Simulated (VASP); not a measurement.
# GeW: structure and properties in VASP, part 2 of 4

Wanted: the relaxed cell of GeW and its properties. The cell is invented: it takes the structure of COD entry 9007456, WC (space group 187 there), with some of its atoms replaced by other elements, volume scaled by an estimate. It may not be a known or stable phase. The atoms of the start are displaced at random from the sites of a P-6m2 cell.

VASP 6.6.1; PW91; plane waves and PAW (W, Ge_d); invented cell.

Still holding for the runs below: The k-mesh is coarse for a metal.

So far. Step 2 (Full relaxation (PW91)): It ends with a largest force of 0.004 eV/Å and a pressure of -0.07 GPa.

## 3. Second relaxation

A relaxation keeps the plane waves of the cell it began with, so it is repeated from the new cell, on a basis made for it.

Contents of INCAR:

```
SYSTEM = GeW
PREC = Accurate
ENCUT = 410
EDIFF = 1E-06
NELM = 100
ISMEAR = -1
SIGMA = 0.05
LREAL = .FALSE.
ALGO = Normal
GGA = 91
LORBIT = 11
LWAVE = .FALSE.
LCHARG = .FALSE.
IBRION = 2
NSW = 60
ISIF = 3
EDIFFG = -0.01
```

Contents of POSCAR:

```
GeW
1.0
    3.2350065600      0.0000000000      0.0000000000
   -1.6175032800      2.8015978600      0.0000000000
    0.0000000000      0.0000000000      3.5702189000
W Ge
1 1
Direct
    0.6666666670      0.3333333330      0.5000000000
    0.3333333330      0.6666666670      0.0000000000
```

Contents of KPOINTS:

```
Automatic mesh
0
Gamma
7 7 6
0 0 0
```

The projector-augmented-wave data sets are W and Ge_d (PBE family, release 64).

The cell reached was symmetrised within 0.01 Å before this step, which raises the operations from 1 to 12, which the run then keeps.

Run with:

```sh
$ mpirun -np 1 vasp_std
```

Log:

```text
[banner, memory and clock lines left out]
running    1 mpi-ranks, on    1 nodes
 distrk:  each k-point on    1 cores,    1 groups
 distr:  one band on    1 cores,    1 groups

 POSCAR found type information on POSCAR W Ge
 POSCAR found :  2 types and       2 ions
 [... a notice as in an earlier step ...]

 LDA part: xc-table for (Slater(with rela. corr.)+CA(PZ))
 , standard interpolation
 POSCAR, INCAR and KPOINTS ok, starting setup
 FFT: planning ... GRIDC
 FFT: planning ... GRID_SOFT
 FFT: planning ... GRID
 WAVECAR not read
 entering main loop
       N       E                     dE             d eps       ncg     rms          rms(c)
DAV:   1     0.102964824488E+03    0.10296E+03   -0.91747E+03   920   0.308E+03
DAV:   2    -0.529490848547E+01   -0.10826E+03   -0.10595E+03   938   0.498E+02
DAV:   3    -0.177680408685E+02   -0.12473E+02   -0.12250E+02  1166   0.117E+02
DAV:   4    -0.180458208810E+02   -0.27778E+00   -0.27742E+00   986   0.195E+01
DAV:   5    -0.180505983084E+02   -0.47774E-02   -0.47771E-02  1178   0.279E+00    0.204E+01
DAV:   6    -0.171192318112E+02    0.93137E+00   -0.32845E+00  1200   0.975E+00    0.738E+00
DAV:   7    -0.170410174167E+02    0.78214E-01   -0.16699E-01  1124   0.638E+00    0.349E+00
DAV:   8    -0.170255377032E+02    0.15480E-01   -0.35836E-02  1184   0.250E+00    0.211E-01
DAV:   9    -0.170247031043E+02    0.83460E-03   -0.47256E-03  1106   0.141E+00    0.145E-01
DAV:  10    -0.170247113310E+02   -0.82267E-05   -0.23225E-04  1042   0.161E-01    0.310E-02
DAV:  11    -0.170247072639E+02    0.40671E-05   -0.38128E-05  1142   0.103E-01    0.200E-02
DAV:  12    -0.170247071097E+02    0.15421E-06   -0.14964E-06   700   0.142E-02
   1 F= -.17024707E+02 E0= -.17021521E+02  d E =-.170247E+02
 curvature:   0.00 expect dE= 0.000E+00 dE for cont linesearch  0.000E+00
 trial: gam= 0.00000 g(F)=  0.419E-45 g(S)=  0.659E-04 ort = 0.000E+00 (trialstep = 0.100E+01)
 search vector abs. value=  0.659E-04
 bond charge predicted
       N       E                     dE             d eps       ncg     rms          rms(c)
DAV:   1    -0.170249234558E+02   -0.21619E-03   -0.51861E-03   926   0.784E-01    0.832E-02
DAV:   2    -0.170248181142E+02    0.10534E-03   -0.13915E-04  1316   0.165E-01    0.505E-02
DAV:   3    -0.170247631984E+02    0.54916E-04   -0.76881E-05  1214   0.131E-01    0.522E-03
DAV:   4    -0.170247635957E+02   -0.39724E-06   -0.70179E-06  1004   0.274E-02
   2 F= -.17024764E+02 E0= -.17021509E+02  d E =-.564860E-04
[...]
3 F= -.17024835E+02 E0= -.17021405E+02  d E =-.128353E-03
[...]
4 F= -.17024850E+02 E0= -.17021393E+02  d E =-.147247E-04
[...]
5 F= -.17024844E+02 E0= -.17021405E+02  d E =-.808152E-05
[...]
6 F= -.17024848E+02 E0= -.17021401E+02  d E =-.121348E-04
 curvature:  -0.06 expect dE=-0.227E-05 dE for cont linesearch -0.602E-06
 ZBRENT: interpolating
 opt :   0.1593  next Energy=   -17.024848 (dE=-0.126E-04)
 bond charge predicted
       N       E                     dE             d eps       ncg     rms          rms(c)
DAV:   1    -0.170248476627E+02   -0.84674E-08   -0.10388E-05  1106   0.548E-02    0.521E-03
DAV:   2    -0.170248472301E+02    0.43260E-06   -0.66338E-07   466   0.182E-02
   7 F= -.17024847E+02 E0= -.17021402E+02  d E =-.117670E-04
 curvature:  -0.05 expect dE=-0.279E-07 dE for cont linesearch -0.715E-08
 trial: gam=-0.06310 g(F)=  0.256E-46 g(S)=  0.595E-06 ort = 0.737E-05 (trialstep = 0.258E+00)
 search vector abs. value=  0.108E-05
 reached required accuracy - stopping structural energy minimisation
```

Elapsed: 38 s, on 1 MPI rank of AMD EPYC 7R43, shared host; peak memory 0.11 GiB.

OUTCAR, selected parts (step 3):

```text
  LATTYP: Found a hexagonal cell.
 ALAT       =     3.2350065600
 C/A-ratio  =     1.1036202968

 Subroutine GETGRP returns: Found 12 space group operations
 (whereof 12 operations were pure point group operations)

The static configuration has the point symmetry D_3h.

 Found     32 irreducible k-points:

   k-points           NKPTS =     32   k-points in BZ     NKDIM =     32   number of bands    NBANDS=     14

   dimension x,y,z NGX =    24 NGY =   24 NGZ =   24
   dimension x,y,z NGXF=    48 NGYF=   48 NGZF=   48

   ENCUT  =  410.0 eV  30.13 Ry    5.49 a.u.   5.34  5.34  5.89*2*pi/ulx,y,z

   NELECT =      20.0000    total number of electrons

 E-fermi :   7.6033

 k-point     1 :       0.0000    0.0000    0.0000
  band No.  band energies     occupation
    ...
      6      -4.8377      2.00000
      7       4.1110      2.00000
      8       6.0661      2.00000
      9       6.0661      2.00000
     10       7.5817      1.21276
     11       8.6647      0.00000
     12       8.6647      0.00000
     13      14.5985      0.00000
     14      14.5985      0.00000

 k-point     2 :       0.1429    0.0000    0.0000
  band No.  band energies     occupation
    ...
      6      -4.4131      2.00000
      7       4.3802      2.00000
      8       5.4205      2.00000
      9       6.2634      2.00000
     10       6.4712      2.00000
     11       8.5409      0.00000
     12      10.3615      0.00000
     13      12.0842      0.00000
     14      13.6021      0.00000

  Total       -0.0025432     -0.0025432     -0.0034249      0.0000000      0.0000000     -0.0000000
  in kB       -0.1260382     -0.1260382     -0.1697370      0.0000000      0.0000000     -0.0000000
  external PRESSURE =      -0.1406045 kB  Pullay stress =       0.0000000 kB

  energy-cutoff  :      410.00
  volume of cell :       32.33
      direct lattice vectors                 reciprocal lattice vectors
     3.227507907 -0.000000000  0.000000000     0.309836576  0.178884231 -0.000000000
    -1.613753953  2.795103836 -0.000000000     0.000000000  0.357768462 -0.000000000
    -0.000000000  0.000000000  3.583565842     0.000000000  0.000000000  0.279051661

 POSITION                                       TOTAL-FORCE (eV/Angst)
 -----------------------------------------------------------------------------------
      1.61375      0.93170      1.79178         0.000000      0.000000     -0.000000
     -0.00000      1.86340     -0.00000        -0.000000     -0.000000      0.000000
 -----------------------------------------------------------------------------------
    total drift:                                0.000001     -0.000001     -0.000000

  FREE ENERGIE OF THE ION-ELECTRON SYSTEM (eV)
  ---------------------------------------------------
  free  energy   TOTEN  =       -17.0248472301 eV

  energy  without entropy=      -17.0179558240  energy(sigma->0) =      -17.02140153

 total charge
# of ion       s       p       d       tot
------------------------------------------
    1        0.523   0.550   4.233   5.306
    2        1.120   1.385  10.095  12.601
--------------------------------------------------
tot          1.643   1.935  14.328  17.907

[... 1 part as in an earlier step ...]

[... 7 further parts left out ...]
```

The run keeps the 12 symmetry operations of its start, so it cannot find a distortion of lower symmetry.

The steps of the relaxation:

| step | energy less that of the first step (eV) | largest force (eV/Å) | pressure (GPa) | volume (Å³) |
| --- | --- | --- | --- | --- |
| 1 | 0.0000 | 0.0000 | -0.01 | 32.36 |
| 2 | -0.0001 | 0.0000 | -0.02 | 32.35 |
| 3 | -0.0001 | 0.0000 | -0.20 | 32.34 |
| 4 | -0.0001 | 0.0000 | 0.56 | 32.32 |
| 5 | -0.0001 | 0.0000 | -0.45 | 32.34 |
| 6 | -0.0001 | 0.0000 | 0.12 | 32.33 |
| 7 | -0.0001 | 0.0000 | -0.01 | 32.33 |

```csv
"conventional cell, symmetrised",before,after,change
a (Å),3.235,3.228,-0.2 %
b (Å),3.235,3.228,-0.2 %
c (Å),3.570,3.584,+0.4 %
volume (Å³/atom),16.18,16.16,-0.1 %
```

Final coordinates:

```
W Ge
1.0
     3.22751    0.00000    0.00000
    -1.61375    2.79510    0.00000
     0.00000    0.00000    3.58357
W Ge
1 1
Direct
  0.66667 0.33333 0.50000
  0.33333 0.66667 0.00000
```

Numbers from this step:

| Quantity | Value |
| --- | --- |
| irreducible k-points | 32 |
| symmetry operations | 12 |
| free energy (TOTEN) | -17.02 eV |
| energy at zero smearing | -17.02 eV |
| Fermi energy | 7.603 eV |
| pressure | -0.01406 GPa |
| SCF cycles over all ionic steps | 35 |

It ends with forces that vanish by symmetry and a pressure of -0.01 GPa. The volume moved by only 0.09 %, so the volume is settled.

## 4. Single point with fields (PW91)

A single point on the relaxed cell gives a clean self-consistent state, with density, ELF and potential written out.

Changes to INCAR since step 3:

```diff
@@ -12,6 +12,5 @@
 LWAVE = .FALSE.
-LCHARG = .FALSE.
-IBRION = 2
-NSW = 60
-ISIF = 3
-EDIFFG = -0.01
+LCHARG = .TRUE.
+ISIF = 2
+LELF = .TRUE.
+LVHAR = .TRUE.
```

Contents of POSCAR:

```
GeW
1.0
    3.2275079065      0.0000000000      0.0000000000
   -1.6137539533      2.7951038356      0.0000000000
    0.0000000000      0.0000000000      3.5835658425
W Ge
1 1
Direct
    0.6666666670      0.3333333330      0.5000000000
    0.3333333330      0.6666666670      0.0000000000
```

KPOINTS is that of step 3.

Run with:

```sh
$ mpirun -np 1 vasp_std
```

Log:

```text
[... set-up lines as in an earlier step ...]
 entering main loop
       N       E                     dE             d eps       ncg     rms          rms(c)
DAV:   1     0.101099482458E+03    0.10110E+03   -0.91578E+03   958   0.308E+03
DAV:   2    -0.541296553890E+01   -0.10651E+03   -0.10346E+03   944   0.502E+02
DAV:   3    -0.177856430999E+02   -0.12373E+02   -0.12245E+02  1196   0.118E+02
DAV:   4    -0.180408683533E+02   -0.25523E+00   -0.25509E+00   974   0.186E+01
DAV:   5    -0.180449758129E+02   -0.41075E-02   -0.41072E-02  1160   0.268E+00    0.204E+01
DAV:   6    -0.171204900713E+02    0.92449E+00   -0.32768E+00  1180   0.969E+00    0.740E+00
DAV:   7    -0.170412391876E+02    0.79251E-01   -0.16824E-01  1124   0.640E+00    0.350E+00
DAV:   8    -0.170256549264E+02    0.15584E-01   -0.36613E-02  1198   0.249E+00    0.214E-01
DAV:   9    -0.170248105448E+02    0.84438E-03   -0.48169E-03  1112   0.141E+00    0.150E-01
DAV:  10    -0.170248189649E+02   -0.84201E-05   -0.21465E-04  1006   0.153E-01    0.330E-02
DAV:  11    -0.170248149818E+02    0.39832E-05   -0.35262E-05  1160   0.982E-02    0.198E-02
DAV:  12    -0.170248148272E+02    0.15451E-06   -0.14636E-06   658   0.136E-02
   1 F= -.17024815E+02 E0= -.17021370E+02  d E =-.689004E-02
```

The job ended after 19 s (1 MPI rank; peak memory 0.11 GiB).

From OUTCAR (step 4):

```text
  LATTYP: Found a hexagonal cell.
 ALAT       =     3.2275079065
 C/A-ratio  =     1.1103197719

The static configuration has the point symmetry D_3h.

 Found     32 irreducible k-points:

   ENCUT  =  410.0 eV  30.13 Ry    5.49 a.u.   5.33  5.33  5.92*2*pi/ulx,y,z

   NELECT =      20.0000    total number of electrons

 E-fermi :   7.6033

 k-point     1 :       0.0000    0.0000    0.0000
  band No.  band energies     occupation
    ...
      6      -4.8376      2.00000
      7       4.1111      2.00000
      8       6.0660      2.00000
      9       6.0660      2.00000
     10       7.5818      1.21211
     11       8.6648      0.00000
     12       8.6648      0.00000
     13      14.5985      0.00000
     14      14.6006      0.00000

 k-point     2 :       0.1429    0.0000    0.0000
  band No.  band energies     occupation
    ...
      6      -4.4130      2.00000
      7       4.3802      2.00000
      8       5.4204      2.00000
      9       6.2635      2.00000
     10       6.4711      2.00000
     11       8.5410      0.00000
     12      10.3616      0.00000
     13      12.0842      0.00000
     14      13.6021      0.00000

  Total       -0.0042788     -0.0042788      0.0013468      0.0000000     -0.0000000      0.0000000
  in kB       -0.2120547     -0.2120547      0.0667451      0.0000000     -0.0000000      0.0000000
  external PRESSURE =      -0.1191214 kB  Pullay stress =       0.0000000 kB

  energy-cutoff  :      410.00
  volume of cell :       32.33
      direct lattice vectors                 reciprocal lattice vectors
     3.227507907  0.000000000  0.000000000     0.309836576  0.178884231  0.000000000
    -1.613753953  2.795103836  0.000000000     0.000000000  0.357768462  0.000000000
     0.000000000  0.000000000  3.583565843     0.000000000  0.000000000  0.279051661

 POSITION                                       TOTAL-FORCE (eV/Angst)
 -----------------------------------------------------------------------------------
      1.61375      0.93170      1.79178         0.000000      0.000000      0.000000
     -0.00000      1.86340      0.00000        -0.000000      0.000000      0.000000
 -----------------------------------------------------------------------------------
    total drift:                                0.000001     -0.000001     -0.000000

  FREE ENERGIE OF THE ION-ELECTRON SYSTEM (eV)
  ---------------------------------------------------
  free  energy   TOTEN  =       -17.0248148272 eV

  energy  without entropy=      -17.0179247919  energy(sigma->0) =      -17.02136981

[... 4 parts as in an earlier step ...]

[... 7 further parts left out ...]
```

This step gave:

```
SCF cycles : 12
pressure   : -0.01191 GPa
```

Valence electrons inside each PAW sphere by angular momentum. Sphere charges, by row:

```
atom  s (e)  p (e)  d (e)  tot (e)
  W1  0.523   0.55  4.233    5.306
 Ge2   1.12  1.385   10.1     12.6
```

Valence density in the ac plane of the cell as run, not the conventional one, at fractional y = 0.333, with atoms of W within 0.2 Å of it. It is the smooth field of the valence electrons, not physical close to the nuclei.

Values in e/Å³, 15 rows by 14 columns, each cell a mean:
```
0.34 0.39 0.43 0.42 0.37 0.32 0.28 0.25 0.23 0.22 0.23 0.24 0.26 0.29
0.32 0.35 0.36 0.36 0.34 0.31 0.29 0.27 0.26 0.25 0.25 0.26 0.28 0.30
0.31 0.31 0.31 0.31 0.31 0.31 0.31 0.31 0.31 0.30 0.30 0.31 0.31 0.31
0.30 0.28 0.28 0.28 0.29 0.32 0.37 0.41 0.42 0.40 0.40 0.41 0.39 0.34
0.30 0.27 0.25 0.26 0.28 0.35 0.45 0.55 0.56 0.52 0.53 0.56 0.50 0.40
0.31 0.26 0.24 0.24 0.28 0.38 0.52 0.64 0.69 0.69 0.69 0.67 0.59 0.45
0.31 0.25 0.23 0.24 0.28 0.38 0.52 0.63 0.74 0.85 0.80 0.69 0.58 0.45
0.31 0.25 0.23 0.24 0.28 0.38 0.51 0.63 0.75 0.86 0.81 0.69 0.58 0.45
0.31 0.26 0.24 0.24 0.28 0.38 0.52 0.64 0.70 0.72 0.71 0.67 0.59 0.45
0.31 0.26 0.25 0.25 0.28 0.36 0.47 0.58 0.60 0.56 0.57 0.60 0.53 0.41
0.30 0.28 0.27 0.28 0.29 0.32 0.38 0.42 0.43 0.41 0.42 0.43 0.40 0.35
0.31 0.31 0.31 0.31 0.31 0.31 0.32 0.32 0.32 0.31 0.31 0.32 0.32 0.31
0.32 0.34 0.36 0.35 0.34 0.31 0.29 0.28 0.26 0.25 0.25 0.26 0.28 0.30
0.34 0.38 0.42 0.41 0.36 0.32 0.28 0.26 0.24 0.23 0.23 0.24 0.26 0.29
0.35 0.41 0.47 0.46 0.39 0.32 0.28 0.25 0.23 0.22 0.22 0.24 0.26 0.29
```
Columns run along a (3.2 Å), rows up along c (3.6 Å). Atoms in or near the plane, at fractional coordinates: W at (0.67, 0.50).

ELF in the ac plane of the cell as run, not the conventional one, at fractional y = 0.333, with atoms of W within 0.2 Å of it. It is the smooth field of the valence electrons, not physical close to the nuclei.

Ten even steps from '0' (0.00) to '9' (0.51):
```
87777889988778999
88778899876556799
99888998754334679
99999987642223468
89999876531112456
68998765420001345
56898654200000134
46887542100000013
45887532000000012
46887542100000013
56898654200000134
68998765420001345
89999876531112456
99999987642223468
99888998754334679
88778899876556799
87777889988778999
87777789998888999
```
Columns run along a (3.2 Å), rows up along c (3.6 Å). Atoms in or near the plane, at fractional coordinates: W at (0.67, 0.50).

Electrostatic potential energy in the ac plane of the cell as run, not the conventional one, at fractional y = 0.333, with atoms of W within 0.2 Å of it. With pseudopotentials it is smooth inside the atoms' cores, unlike the true potential.

Ten even steps from '_' (-31 eV) to '@' (1 eV):
```
%%##**++**##%%@@@@@@@@@@@@@@@@@@@@
@@%%######%%@@@@@@@@@@@@@@@@@@@@@@
@@@@%%%%%%@@@@@@%%%%%%##%%%%%%%%@@
@@@@@@@@@@@@%%%%##****++++**##%%%%
%%@@@@@@@@@@%%##**++==----==++**##
%%@@@@@@@@@@##**==--::....::--++**
##@@@@@@@@%%##++--..______..::==++
##%%@@@@@@%%**==::..________..--++
**%%@@@@@@%%**==::__________..::==
##%%@@@@@@%%**==::..________..--++
##@@@@@@@@%%##++--..______..::==++
%%@@@@@@@@@@##**==--::....::--++**
%%@@@@@@@@@@%%##**++==----==++**##
@@@@@@@@@@@@%%%%##****++++**##%%%%
@@@@%%%%%%@@@@@@%%%%%%##%%%%%%%%@@
@@%%######%%@@@@@@@@@@@@@@@@@@@@@@
%%##**++**##%%@@@@@@@@@@@@@@@@@@@@
%%**++++++##%%@@@@@@@@@@@@@@@@@@@@
```
Columns run along a (3.2 Å; values clipped at the 3rd and 97th percentile), rows up along c (3.6 Å). Atoms in or near the plane, at fractional coordinates: W at (0.67, 0.50).

In this run the pressure is -0.01 GPa, small enough to go on.

(Part 2 of 4 ends here.)

[Lines on the potential files, build, host, timing and source positions are cut from VASP's logs without a mark.]

[Logs are printed without paths, hosts, clocks, repeated set-up lines and the standing remarks that a program may print on its own settings, such as how far it seeks lower states.]

[Hosts, paths, dates, database ids (printed as entryN), source tags and the programs' standing remarks are cut or masked in the printed files.]

[A measured line is paired with the nearest computed mode of its activity, which favours agreement.]
